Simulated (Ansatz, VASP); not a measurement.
# Cross-check of Al38P12O87 (glassy 76Al2O3-24P2O5 (mol %)) between VASP and Ansatz, part 2 of 2

Wanted: the spread between two codes on one cell, functional and k mesh. Of the first pair: The structure shown is the start of the Ansatz relaxation below; VASP solves that cell, so the two are compared at the walk's first step.

VASP 6.6.1 and Ansatz 0.2.0.

So far. Step 3 (VASP: single point, PBE, start cell, pair 1): The run ends at a pressure of -0.44 GPa, with forces up to 0.75 eV/Å.

### Step 6. VASP: single point, PBE, relaxed cell, pair 2

Level of this step: PBE; plane waves and PAW (Al, P, O) (VASP).

The same cell, functional and mesh now go to VASP, with its own data sets.

INCAR reads:

```
SYSTEM = Al38P12O87
PREC = Accurate
ENCUT = 600
EDIFF = 1E-06
NELM = 120
ISMEAR = 0
SIGMA = 0.01
LREAL = Auto
ALGO = Normal
GGA = PE
NBANDS = 443
LORBIT = 11
LWAVE = .FALSE.
LCHARG = .FALSE.
ISIF = 2
LASPH = .TRUE.
GGA_COMPAT = .FALSE.
EFERMI = MIDGAP
```

POSCAR reads:

```
Al38P12O87
1.0
   11.9518800000      0.3497600000     -0.2173000000
    0.3475900000     11.7349700000      0.0791500000
   -0.2165100000      0.0769800000     11.9048600000
Al P O
38 12 87
Direct
    0.7283200000      0.1485700000      0.4005100000
    0.8806600000      0.0080900000      0.5728300000
    0.0951200000      0.4061300000      0.3320400000
    0.6149100000      0.3271900000      0.5566600000
    0.8233800000      0.4876200000      0.5782700000
    0.1152600000      0.0611300000      0.1563800000
    0.0984300000      0.0481800000      0.7120300000
    0.1296300000      0.2194100000      0.5259900000
    0.9069900000      0.4438200000      0.0179300000
    0.5513900000      0.9850800000      0.9247200000
    0.2796400000      0.8595300000      0.2641600000
    0.5066800000      0.2173000000      0.3268500000
    0.8779100000      0.6985000000      0.1516800000
    0.0133900000      0.8599400000      0.0227000000
    0.3275900000      0.0781900000      0.6035000000
    0.5083500000      0.4333400000      0.7820100000
    0.3105100000      0.1169500000      0.3329300000
    0.7056300000      0.8758100000      0.4272000000
    0.3671200000      0.2130900000      0.9427900000
    0.1339300000      0.2693100000      0.8602700000
    0.3426400000      0.7318200000      0.6199000000
    0.8867500000      0.6658000000      0.8797800000
    0.1959900000      0.0104300000      0.9268800000
    0.1458700000      0.3189700000      0.0944000000
    0.4927700000      0.1891300000      0.7517700000
    0.7345300000      0.8699100000      0.7373000000
    0.8073100000      0.0211100000      0.9566000000
    0.9933500000      0.8639400000      0.7951000000
    0.8842500000      0.2621900000      0.6150600000
    0.0884400000      0.5865200000      0.9659500000
[... 101 atom lines left out ...]
    0.6942700000      0.9651500000      0.8662400000
    0.5003400000      0.1262600000      0.8867500000
    0.9352400000      0.8299500000      0.1367400000
    0.0959200000      0.5709500000      0.6224700000
    0.2033900000      0.5821400000      0.8735600000
    0.8271800000      0.3819900000      0.9064100000
```

KPOINTS reads:

```
Automatic mesh
0
Gamma
1 1 1
0 0 0
```

Potentials, in the order of the species: Al, P and O (PBE family, release 64).

The run is started by

```sh
$ export OMP_NUM_THREADS=3
$ mpirun -np 1 vasp_gam
```

Numbers of over 12 decimals in the logs are rounded to 6 here.

Output:

```text
[... set-up lines as in an earlier step ...]
 entering main loop
       N       E                     dE             d eps       ncg     rms          rms(c)
DAV:   1     0.666992222191E+04    0.66699E+04   -0.44551E+05   902   0.173E+03
DAV:   2    -0.541463676053E+03   -0.72114E+04   -0.69684E+04  1089   0.389E+02
DAV:   3    -0.113848536242E+04   -0.59702E+03   -0.59261E+03  1036   0.117E+02
DAV:   4    -0.115105590770E+04   -0.12571E+02   -0.12510E+02  1052   0.184E+01
[...]
DAV:  17    -0.100637071195E+04    0.18498E-04   -0.25133E-04  1044   0.394E-02    0.251E-02
DAV:  18    -0.100637070604E+04    0.59131E-05   -0.66358E-05  1044   0.182E-02    0.112E-02
DAV:  19    -0.100637070621E+04   -0.16648E-06   -0.79868E-06  1044   0.550E-03
   1 F= -.10063707E+04 E0= -.10063707E+04  d E =0.000000E+00
```

OUTCAR, selected parts (step 6):

```text
  Total       -6.1659480     -9.5002660     -7.2768846     -9.7830854     -0.2311449      0.4632412
  in kB       -5.9239358     -9.1273824     -6.9912684     -9.3991012     -0.2220725      0.4450591
  external PRESSURE =      -7.3475288 kB  Pullay stress =       0.0000000 kB

 POSITION                                       TOTAL-FORCE (eV/Angst)
[...]
0.53430      9.11777      8.08638         0.042645     -0.058625     -0.070041
     10.33131      4.41748      1.29614        -0.009219      0.025431      0.095428
      7.19937      5.42088      0.98561        -0.023112     -0.086907     -0.004763
      4.05174      5.71350      5.05498         0.079348      0.012321      0.048596
      9.12851      7.33680      7.61744        -0.073284      0.031207      0.089267
      1.38038      4.20180      5.53734         0.003101     -0.013355      0.026722
      7.16033      2.78350      5.34963        -0.002786     -0.007902     -0.015147
     11.75069      3.43470     10.14907        -0.098040      0.003541      0.002629
     11.18601      5.16734      7.55140         0.009763     -0.004077      0.008912
      5.03736     10.24320      6.83552         0.021417      0.020590     -0.074168
      9.81235      2.06526      6.07152         0.006676      0.013433      0.002746
      2.63492      3.55403     11.57358        -0.000510     -0.006396      0.020715
      9.56974     11.99128      4.23703         0.003436     -0.004728     -0.007289
      7.72822      9.18430      8.55597         0.054431     -0.077691      0.013758
[...]
-----------------------------------------------------------------------------------
    total drift:                                0.005341     -0.009375     -0.005024

  FREE ENERGIE OF THE ION-ELECTRON SYSTEM (eV)
  ---------------------------------------------------
  free  energy   TOTEN  =     -1006.3707062054 eV

  energy  without entropy=    -1006.3707062054  energy(sigma->0) =    -1006.37070621

[... 1 part as in an earlier step ...]

[... 2 further parts left out ...]
[key lines of the parts left out:]
E-fermi :   4.4082
```

The run ends at a pressure of -0.73 GPa, with forces up to 0.14 eV/Å.

### Step 7. Comparison

What differs besides the data sets and the points named for the pairs above, as far as they apply: the cutoff is 420 eV in Ansatz and 600 eV in VASP (PREC = Accurate, projectors in real space). Total energies have different zeros and are not compared.

Both answers:

```
              quantity  Ansatz   VASP  difference
        pressure (GPa)   -0.12  -0.73       +0.61
gap on the k mesh (eV)   3.791  3.777      +0.014
```

Forces on 9 of the 137 atoms, those with the largest forces and the largest differences (eV/Å; atoms numbered as in POSCAR):

```
atom          Ansatz x, y, z            VASP x, y, z
 O54    0.013, -0.049, 0.022   0.072, -0.122, -0.023
 O67  -0.005, -0.007, -0.005  -0.033, -0.115, -0.002
 O77    -0.012, 0.031, 0.013    -0.073, 0.031, 0.089
 O93   -0.010, 0.025, -0.006   -0.053, 0.115, -0.018
O102   -0.008, -0.001, 0.022    -0.039, 0.030, 0.118
O108   -0.015, 0.030, -0.023  -0.050, -0.072, -0.084
O122   0.010, -0.017, -0.016   -0.089, -0.063, 0.038
O124   -0.008, 0.019, -0.030   -0.093, 0.087, -0.048
O130   0.014, -0.035, -0.018   -0.031, -0.052, 0.093
```

The forces differ by 35 meV/Å r.m.s., which is 91.5 % of the r.m.s. force of 0.039 eV/Å (both taken over all components). A gap on the mesh is an upper bound, since the band edges may lie between its points.

### Step 8. What came out

- r.m.s. force difference (single point, PBE, start cell, pair 1): 33 meV/Å
- r.m.s. force difference (single point, PBE, relaxed cell, pair 2): 35 meV/Å
- difference in pressure (single point, PBE, relaxed cell, pair 2): 0.61 GPa

**Reading.** The r.m.s. force difference is 35 meV/Å (single point, PBE, relaxed cell, pair 2), beyond the 12 meV/Å picked in this series as the mark of a large difference. What causes the difference of the single point, PBE, start cell, pair 1 pair stays open here. What causes the difference of the single point, PBE, relaxed cell, pair 2 pair stays open here. Such differences can come from data sets, numerical settings and the points named under the comparisons, not from the functional's error against experiment.

[Lines on the potential files, build, host, timing and source positions are cut from VASP's logs without a mark.]

[Logs are printed without paths, hosts, clocks, repeated set-up lines and the standing remarks that a program may print on its own settings, such as how far it seeks lower states.]

[Hosts, paths, dates, database ids (printed as entryN), source tags and the programs' standing remarks are cut or masked in the printed files.]
